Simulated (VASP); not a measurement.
Here is a VASP 6.6.1 calculation.

Contents of INCAR:

```
SYSTEM = BeB3
PREC = Accurate
ENCUT = 520
EDIFF = 1E-6
ISMEAR = 0
SIGMA = 0.1
LREAL = .False.
LASPH = .True.
NELM = 60
ALGO = Normal
ISIF = 2
LWAVE = .False.
LCHARG = .False.
GGA = PE
NBANDS = 21
```

KPOINTS

```
regular mesh
0
Gamma
  10 10 10
  0 0 0
```

File POSCAR:

```
BeB3
1.0
    0.0000000000      3.6553484263      3.6553484263
    3.6553484263      0.0000000000      3.6553484263
    3.6553484263      3.6553484263      0.0000000000
Be B
2 6
Direct
    0.2500000000      0.2500000000      0.2500000000
    0.0000000000      0.0000000000      0.0000000000
    0.5000000000      0.5000000000      0.5000000000
    0.7500000000      0.7500000000      0.7500000000
    0.6250000000      0.6250000000      0.6250000000
    0.6250000000      0.6250000000      0.1250000000
    0.6250000000      0.1250000000      0.6250000000
    0.1250000000      0.6250000000      0.6250000000
```

Potentials or basis: VASP PAW PBE potentials, release 64 (Be, B).

Run with:

```bash
$ cat potpaw_PBE.64/Be/POTCAR potpaw_PBE.64/B/POTCAR > POTCAR
$ mpirun -np 1 vasp_std > vasp.out
```

Task: Estimate the band gap on the k mesh.

Result: None (metal or under the smearing width).

Task: Estimate the pressure.

Result: 0.0 GPa.
